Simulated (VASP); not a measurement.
OSZICAR of a VASP run on Pt3Ti (L1_2):

**OSZICAR**
```
       N       E                     dE             d eps       ncg     rms          rms(c)
DAV:   1     0.330984826781E+03    0.33098E+03   -0.18146E+04  1750   0.151E+03
DAV:   2    -0.786336201876E+01   -0.33885E+03   -0.33254E+03  1898   0.404E+02
DAV:   3    -0.353403163462E+02   -0.27477E+02   -0.26856E+02  2517   0.101E+02
DAV:   4    -0.361717279158E+02   -0.83141E+00   -0.82870E+00  2107   0.185E+01
DAV:   5    -0.361949164291E+02   -0.23189E-01   -0.23166E-01  2516   0.302E+00    0.235E+01
DAV:   6    -0.339392263611E+02    0.22557E+01   -0.20361E+01  2514   0.334E+01    0.130E+01
DAV:   7    -0.337475147141E+02    0.19171E+00   -0.27338E+01  2505   0.321E+01    0.104E+01
DAV:   8    -0.328951607304E+02    0.85235E+00   -0.18552E+00  2454   0.108E+01    0.450E+00
DAV:   9    -0.328434526165E+02    0.51708E-01   -0.24238E+00  2581   0.844E+00    0.284E+00
DAV:  10    -0.327525408645E+02    0.90912E-01   -0.63389E-01  2487   0.529E+00    0.244E-01
DAV:  11    -0.327553710885E+02   -0.28302E-02   -0.11938E-02  2374   0.836E-01    0.387E-01
DAV:  12    -0.327529570416E+02    0.24140E-02   -0.10291E-02  2526   0.599E-01    0.439E-02
DAV:  13    -0.327531334463E+02   -0.17640E-03   -0.29993E-04  2286   0.117E-01    0.213E-02
DAV:  14    -0.327530245825E+02    0.10886E-03   -0.86258E-05  2515   0.641E-02    0.143E-02
DAV:  15    -0.327530533403E+02   -0.28758E-04   -0.91861E-06  2423   0.247E-02    0.352E-03
DAV:  16    -0.327530618687E+02   -0.85284E-05   -0.70582E-07  2266   0.510E-03    0.398E-04
DAV:  17    -0.327530628198E+02   -0.95107E-06   -0.27596E-08  1008   0.106E-03    0.201E-04
DAV:  18    -0.327530637124E+02   -0.89260E-06   -0.13582E-08   959   0.669E-04    0.146E-04
DAV:  19    -0.327530634474E+02    0.26500E-06   -0.35614E-09   954   0.449E-04    0.975E-05
DAV:  20    -0.327530634339E+02    0.13527E-07   -0.90522E-10   929   0.184E-04
   1 F= -.32753063E+02 E0= -.32753063E+02  d E =0.000000E+00
```

Question: Which electronic solver shows in the log?

Answer: It is blocked Davidson (ALGO = Normal, or the opening steps of other solvers). The INCAR had ALGO = Normal.

Question: Can the final energy be trusted as converged?

Answer: The run converged. It stopped with EDIFF = 1E-7, NELM = 100 (PBEsol GGA, plane waves, VASP's PBE PAW potentials (set 64)).

The compound is Pt3Ti in the L1_2 structure. It was relaxed first.
